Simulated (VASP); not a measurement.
# GaGe7 (P-43m) in VASP: a series of runs

Aim: see how the results for GaGe7 move with the level of theory and the settings. Levels: LDA, PBEsol. Tasks: phonons.

All numbers are computed with VASP 6.6.1; they aren't measurements. Logs are shortened: lines on timing, memory, paths and dates and some standing lists are left out, and cuts for length are marked.

## 1. The structure

The structure is cubic, space group P-43m (No. 215). Conventional cell: a = 5.658 Å, b = 5.658 Å, c = 5.658 Å, α = 90.00°, β = 90.00°, γ = 90.00°. Around Ga (site symmetry -43m) lie 4 Ge at 2.45 Å. Around Ge (site symmetry -42m) lie 4 Ge at 2.45 Å. Around Ge (site symmetry 3m) lie 1 Ga at 2.45 Å and 3 Ge at 2.45 Å.

The cell was built by a generator and needn't be a form met in nature.

## 2. Phonons, LDA

POSCAR reads:

```
GaGe7
1.0
    5.6580000000      0.0000000000      0.0000000000
    0.0000000000      5.6580000000      0.0000000000
    0.0000000000      0.0000000000      5.6580000000
Ga Ge
1 7
Direct
    0.0000000000      0.0000000000      0.0000000000
    0.0000000000      0.5000000000      0.5000000000
    0.5000000000      0.0000000000      0.5000000000
    0.5000000000      0.5000000000      0.0000000000
    0.2500000000      0.2500000000      0.2500000000
    0.2500000000      0.7500000000      0.7500000000
    0.7500000000      0.2500000000      0.7500000000
    0.7500000000      0.7500000000      0.2500000000
```

INCAR.step1 reads:

```
  ALGO = Normal
  EDIFF = 1E-8
  EDIFFG = -0.002
  ENCUT = 600
  IBRION = 2
  ISIF = 3
  ISMEAR = 0
  LASPH = T
  LCHARG = F
  LREAL = F
  LWAVE = F
  NELM = 60
  NSW = 40
  PREC = Accurate
  SIGMA = 0.05
```

INCAR.step2 reads:

```
  ALGO = Normal
  EDIFF = 1E-8
  ENCUT = 600
  IBRION = 8
  ISIF = 2
  ISMEAR = 0
  LASPH = T
  LCHARG = F
  LREAL = F
  LWAVE = F
  NELM = 60
  NSW = 1
  PREC = Accurate
  SIGMA = 0.05
```

KPOINTS reads:

```
k-points
0
Gamma
  6 6 6
```

Potentials or basis: VASP PAW LDA potentials, release 64 (Ga_d, Ge_d).

The run is started by

```console
cat potpaw_LDA.64/Ga_d/POTCAR potpaw_LDA.64/Ge_d/POTCAR > POTCAR
cp INCAR.step1 INCAR
mpirun -np 1 vasp_std > vasp.out
cp CONTCAR POSCAR
cp INCAR.step2 INCAR
mpirun -np 1 vasp_std > vasp.out
```

OUTCAR:

```text
EDIFF = 1E-8
   ENCUT = 600
   IBRION = 8
   ISIF = 2
   ISMEAR = 0
   LASPH = T
   LREAL = F
   NELM = 60
   NSW = 1
   PREC = Accurate

 ion  position               nearest neighbor table
   1  0.000  0.000  0.000-   5 2.41   6 2.41   7 2.41   8 2.41
   2  0.000  0.500  0.500-   5 2.44   6 2.44   7 2.44   8 2.44
   3  0.500  0.000  0.500-   5 2.44   6 2.44   7 2.44   8 2.44
   4  0.500  0.500  0.000-   5 2.44   6 2.44   7 2.44   8 2.44
   5  0.248  0.248  0.248-   1 2.41   2 2.44   3 2.44   4 2.44
   6  0.248  0.752  0.752-   1 2.41   2 2.44   3 2.44   4 2.44
   7  0.752  0.248  0.752-   1 2.41   2 2.44   3 2.44   4 2.44
   8  0.752  0.752  0.248-   1 2.41   2 2.44   3 2.44   4 2.44

  LATTYP: Found a simple cubic cell.
 ALAT       =     5.6255187623

  Lattice vectors:

 A1 = (   5.6255187623,   0.0000000000,   0.0000000000)
 A2 = (   0.0000000000,   5.6255187623,   0.0000000000)
 A3 = (   0.0000000000,   0.0000000000,   5.6255187623)

Analysis of symmetry for initial positions (statically):
=====================================================================
 Subroutine PRICEL returns:
 Original cell was already a primitive cell.

 Routine SETGRP: Setting up the symmetry group for a
 simple cubic supercell.

 Subroutine GETGRP returns: Found 24 space group operations
 (whereof 24 operations were pure point group operations)
 out of a pool of 48 trial point group operations.

The static configuration has the point symmetry T_d .

Analysis of symmetry for dynamics (positions and initial velocities):
=====================================================================
 Subroutine PRICEL returns:
 Original cell was already a primitive cell.

 Routine SETGRP: Setting up the symmetry group for a
 simple cubic supercell.

[... 1601 lines left out ...]

 INTERNAL STRAIN TENSOR  FOR ION    5  DIRECTION 1   (eV/Angst):
 -----------------------------------------------------------------------------
     0.93825  0.26606  0.26606
     0.14656 -0.34333 -8.34102
     0.14656 -8.34102 -0.34333

 INTERNAL STRAIN TENSOR FOR ION    8 for displacements in x,y,z  (eV/Angst):
          X           Y           Z          XY          YZ          ZX
  --------------------------------------------------------------------------------
  x    -0.93825     0.34333     0.34333    -0.14656    -8.34102     0.26606
  y     0.34333    -0.93825     0.34333    -0.26606     0.14656    -8.34102
  z    -0.34333    -0.34333     0.93825    -8.34102    -0.26606    -0.14656

 SECOND DERIVATIVES (NOT SYMMETRIZED)
 ------------------------------------
               1X          1Y          1Z          2X          2Y          2Z          3X          3Y          3Z          4X          4Y          4Z          5X          5Y          5Z          6X          6Y          6Z          7X          7Y          7Z          8X          8Y          8Z
  1X    -9.421293    0.000000   -0.000000   -0.643814   -0.000000    0.000000    0.631232   -0.000000   -0.000000    0.631232    0.000000    0.000000    2.200661    2.144814    2.144814    2.200661   -2.144814   -2.144814    2.200661   -2.144814    2.144814    2.200661    2.144814   -2.144814
  1Y     0.000000   -9.421293    0.000000   -0.000000    0.631232   -0.000000    0.000000   -0.643814   -0.000000   -0.000000    0.631232    0.000000    2.144814    2.200661    2.144814   -2.144814    2.200661    2.144814   -2.144814    2.200661   -2.144814    2.144814    2.200661   -2.144814
  1Z     0.000000    0.000000   -9.421293    0.000000    0.000000    0.631232   -0.000000    0.000000    0.631232    0.000000    0.000000   -0.643814    2.144814    2.144814    2.200661   -2.144814    2.144814    2.200661    2.144814   -2.144814    2.200661   -2.144814   -2.144814    2.200661
  2X    -0.643089    0.000000   -0.000000   -9.981471    0.000000    0.000000    0.840404   -0.000000    0.000000    0.840404    0.000000    0.000000    2.235938   -1.948382   -1.948382    2.235938    1.948382    1.948382    2.235938    1.948382   -1.948382    2.235938   -1.948382    1.948382
  2Y     0.000000    0.633354    0.000000    0.000000  -10.581607    0.000000    0.000000    0.841528    0.000000    0.000000   -0.978171    0.000000   -2.045993    2.521224    2.011683    2.045993    2.521224    2.011683    2.045993    2.521224   -2.011683   -2.045993    2.521224   -2.011683
  2Z     0.000000    0.000000    0.633354    0.000000    0.000000  -10.581607    0.000000    0.000000   -0.978171    0.000000    0.000000    0.841528   -2.045993    2.011683    2.521224    2.045993    2.011683    2.521224   -2.045993   -2.011683    2.521224    2.045993   -2.011683    2.521224
  3X     0.633354    0.000000    0.000000    0.841528    0.000000    0.000000  -10.581607    0.000000    0.000000   -0.978171    0.000000    0.000000    2.521224   -2.045993    2.011683    2.521224    2.045993   -2.011683    2.521224    2.045993    2.011683    2.521224   -2.045993   -2.011683
  3Y     0.000000   -0.643089    0.000000   -0.000000    0.840404    0.000000    0.000000   -9.981471    0.000000   -0.000000    0.840404    0.000000   -1.948382    2.235938   -1.948382    1.948382    2.235938   -1.948382    1.948382    2.235938    1.948382   -1.948382    2.235938    1.948382
  3Z     0.000000    0.000000    0.633354    0.000000    0.000000   -0.978171    0.000000    0.000000  -10.581607    0.000000    0.000000    0.841528    2.011683   -2.045993    2.521224   -2.011683   -2.045993    2.521224    2.011683    2.045993    2.521224   -2.011683    2.045993    2.521224
  4X     0.633354    0.000000    0.000000    0.841528    0.000000    0.000000   -0.978171    0.000000    0.000000  -10.581607    0.000000    0.000000    2.521224    2.011683   -2.045993    2.521224   -2.011683    2.045993    2.521224   -2.011683   -2.045993    2.521224    2.011683    2.045993
  4Y     0.000000    0.633354    0.000000    0.000000   -0.978171    0.000000    0.000000    0.841528    0.000000    0.000000  -10.581607    0.000000    2.011683    2.521224   -2.045993   -2.011683    2.521224   -2.045993   -2.011683    2.521224    2.045993    2.011683    2.521224    2.045993
  4Z     0.000000   -0.000000   -0.643089    0.000000    0.000000    0.840404    0.000000    0.000000    0.840404    0.000000    0.000000   -9.981471   -1.948382   -1.948382    2.235938    1.948382   -1.948382    2.235938   -1.948382    1.948382    2.235938    1.948382    1.948382    2.235938
  5X     2.204366    2.146214    2.146214    2.241493   -2.043110   -2.043110    2.528026   -1.947872    2.016261    2.528026    2.016261   -1.947872  -10.364806   -0.238698   -0.238698   -0.700982    0.011331    0.011331    0.781938   -0.004163    0.060036    0.781938    0.060036   -0.004163
  5Y     2.146214    2.204366    2.146214   -1.947872    2.528026    2.016261   -2.043110    2.241493   -2.043110    2.016261    2.528026   -1.947872   -0.238698  -10.364806   -0.238698   -0.004163    0.781938    0.060036    0.011331   -0.700982    0.011331    0.060036    0.781938   -0.004163
  5Z     2.146214    2.146214    2.204366   -1.947872    2.016261    2.528026    2.016261   -1.947872    2.528026   -2.043110   -2.043110    2.241493   -0.238698   -0.238698  -10.364806   -0.004163    0.060036    0.781938    0.060036   -0.004163    0.781938    0.011331    0.011331   -0.700982
  6X     2.204366   -2.146214   -2.146214    2.241493    2.043110    2.043110    2.528026    1.947872   -2.016261    2.528026   -2.016261    1.947872   -0.700982   -0.011331   -0.011331  -10.364806    0.238698    0.238698    0.781938   -0.060036    0.004163    0.781938    0.004163   -0.060036
  6Y    -2.146214    2.204366    2.146214    1.947872    2.528026    2.016261    2.043110    2.241493   -2.043110   -2.016261    2.528026   -1.947872    0.004163    0.781938    0.060036    0.238698  -10.364806   -0.238698   -0.060036    0.781938   -0.004163   -0.011331   -0.700982    0.011331
  6Z    -2.146214    2.146214    2.204366    1.947872    2.016261    2.528026   -2.016261   -1.947872    2.528026    2.043110   -2.043110    2.241493    0.004163    0.060036    0.781938    0.238698   -0.238698  -10.364806   -0.011331    0.011331   -0.700982   -0.060036   -0.004163    0.781938
  7X     2.204366   -2.146214    2.146214    2.241493    2.043110   -2.043110    2.528026    1.947872    2.016261    2.528026   -2.016261   -1.947872    0.781938    0.004163    0.060036    0.781938   -0.060036   -0.004163  -10.364806    0.238698   -0.238698   -0.700982   -0.011331    0.011331
  7Y    -2.146214    2.204366   -2.146214    1.947872    2.528026   -2.016261    2.043110    2.241493    2.043110   -2.016261    2.528026    1.947872   -0.011331   -0.700982   -0.011331   -0.060036    0.781938    0.004163    0.238698  -10.364806    0.238698    0.004163    0.781938   -0.060036
  7Z     2.146214   -2.146214    2.204366   -1.947872   -2.016261    2.528026    2.016261    1.947872    2.528026   -2.043110    2.043110    2.241493    0.060036    0.004163    0.781938    0.011331   -0.011331   -0.700982   -0.238698    0.238698  -10.364806   -0.004163   -0.060036    0.781938
  8X     2.204366    2.146214   -2.146214    2.241493   -2.043110    2.043110    2.528026   -1.947872   -2.016261    2.528026    2.016261    1.947872    0.781938    0.060036    0.004163    0.781938   -0.004163   -0.060036   -0.700982    0.011331   -0.011331  -10.364806   -0.238698    0.238698
  8Y     2.146214    2.204366   -2.146214   -1.947872    2.528026   -2.016261   -2.043110    2.241493    2.043110    2.016261    2.528026    1.947872    0.060036    0.781938    0.004163    0.011331   -0.700982   -0.011331   -0.004163    0.781938   -0.060036   -0.238698  -10.364806    0.238698
  8Z    -2.146214   -2.146214    2.204366    1.947872   -2.016261    2.528026   -2.016261    1.947872    2.528026    2.043110    2.043110    2.241493   -0.011331   -0.011331   -0.700982   -0.060036    0.004163    0.781938    0.004163   -0.060036    0.781938    0.238698    0.238698  -10.364806

 Eigenvectors and eigenvalues of the dynamical matrix
 ----------------------------------------------------

   1 f  =    8.045224 THz    50.549633 2PiTHz  268.359786 cm-1    33.272358 meV
             X         Y         Z           dx          dy          dz
      0.000000  0.000000  0.000000    -0.023769    0.298278   -0.258423
      0.000000  2.812759  2.812759    -0.011274    0.298347   -0.258483
      2.812759  0.000000  2.812759    -0.023775    0.141478   -0.258483
      2.812759  2.812759  0.000000    -0.023775    0.298347   -0.122574
      1.394095  1.394095  1.394095     0.014592   -0.215739    0.182420
      1.394095  4.231424  4.231424     0.026523   -0.222855    0.175304
      4.231424  1.394095  4.231424     0.103883   -0.300215    0.271710
      4.231424  4.231424  1.394095    -0.062768   -0.293099    0.264595
[... 243 lines left out ...]
  24 f/i=    0.014816 THz     0.093089 2PiTHz    0.494193 cm-1     0.061272 meV
             X         Y         Z           dx          dy          dz
      0.000000  0.000000  0.000000    -0.018470    0.004483    0.343756
      0.000000  2.812759  2.812759    -0.019184    0.004619    0.354167
      2.812759  0.000000  2.812759    -0.019029    0.004657    0.354167
      2.812759  2.812759  0.000000    -0.019029    0.004619    0.357043
      1.394095  1.394095  1.394095    -0.020729    0.003002    0.353769
      1.394095  4.231424  4.231424    -0.017279    0.002819    0.353586
      4.231424  1.394095  4.231424    -0.020685    0.006224    0.353813
      4.231424  4.231424  1.394095    -0.017323    0.006407    0.353630

--------------------------------------------------------------------------------------------------------

 ELASTIC MODULI CONTR FROM IONIC RELAXATION (kBar)
 Direction    XX          YY          ZZ          XY          YZ          ZX
 --------------------------------------------------------------------------------
 XX          -3.2579      1.5430      1.5430     -0.0000     -0.0000     -0.0000
 YY           1.5430     -3.2579      1.5430     -0.0000     -0.0000      0.0000
 ZZ           1.5430      1.5430     -3.2579      0.0000     -0.0000     -0.0000
 XY           0.0000     -0.0000      0.0000   -269.0870     -0.0000     -0.0000
 YZ           0.0000     -0.0000     -0.0000     -0.0000   -269.0870     -0.0000
 ZX          -0.0000      0.0000      0.0000      0.0000      0.0000   -269.0870
 --------------------------------------------------------------------------------
```

Wall time 3.3 h (1 thread of Intel Xeon Platinum 8259CL at 2.50GHz (Skylake/Cascade Lake), shared host); peak memory 1.9 GiB.

Results:

| Item | Value |
| --- | --- |
| Relaxed volume | 22.25 Å³/atom |
| Relaxed cell | a = 5.626 Å, b = 5.626 Å, c = 5.626 Å, α = 90.00°, β = 90.00°, γ = 90.00° |
| Space group after relaxing (to 0.05 Å) | P-43m (No. 215) |
| Highest phonon frequency at Γ, LO-TO splitting left out | 268 cm⁻¹ |

The path:
```tsv
step	energy change (eV)	largest force (eV/Å)	pressure (GPa)	volume (Å³)
1	0.0000	0.2604	-1.11	181.13
2	-0.0190	0.1164	0.40	177.05
3	-0.0192	0.1303	0.26	177.41
4	-0.0221	0.0307	0.06	177.86
5	-0.0223	0.0014	0.02	177.99
6	-0.0223	0.0013	0.02	178.01
7	-0.0223	0.0039	0.01	178.02
8	-0.0223	0.0021	-0.01	178.06
9	-0.0223	0.0026	-0.01	178.06
10	-0.0223	0.0029	-0.01	178.05
11	-0.0223	0.0034	-0.01	178.03
12	-0.0223	0.0006	0.02	178.03
13	-0.0223	0.0008	0.00	178.03
```

Final structure:
```
Ga Ge
1.0
     5.62552    0.00000    0.00000
     0.00000    5.62552    0.00000
     0.00000    0.00000    5.62552
Ga Ge
1 7
Direct
  0.00000 0.00000 0.00000
  0.00000 0.50000 0.50000
  0.50000 0.00000 0.50000
  0.50000 0.50000 0.00000
  0.24782 0.24782 0.24782
  0.24782 0.75218 0.75218
  0.75218 0.24782 0.75218
  0.75218 0.75218 0.24782
```

Phonon frequencies in cm⁻¹ (negative: imaginary):
```tsv
q point	frequencies
(0.000, 0.000, 0.000)	0 0 0 70 70 70 72 72 72 215 215 216 216 216 223 257 257 257 258 258 258 268 268 268
```

[end of part 1 of 2]
